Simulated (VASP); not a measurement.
Data:

```xyz
1
Lattice="-1.6320 1.6320 1.6320 1.6320 -1.6320 1.6320 1.6320 1.6320 -1.6320" Properties=species:S:1:pos:R:3 pbc="T T T"
Nb     0.0000     0.0000     0.0000
```

These are PBE GGA with D3 dispersion (Becke-Johnson damping), VASP's PBE PAW potentials (set 64) (plane waves; VASP 6.6.1) values and carry that method's errors. Numerical set-up: 520 eV cut-off, Gaussian smearing of 0.050 eV, potentials Nb_sv.

Question: Give the energies of bands 5 to 9 at the high-symmetry points, in eV from the Fermi level.

Answer: 
| band | Γ | H | N | P |
|---|---|---|---|---|
| 5 | -6.00 | -3.92 | -3.86 | -1.10 |
| 6 | 0.37 | -3.92 | -1.75 | -1.10 |
| 7 | 0.37 | 5.86 | 2.48 | -1.10 |
| 8 | 0.37 | 5.86 | 3.45 | 4.30 |
| 9 | 3.40 | 5.86 | 4.16 | 4.30 |

It has no gap at this level: it comes out as a metal or semimetal.

The compound is Nb in the bcc structure. It was relaxed first.
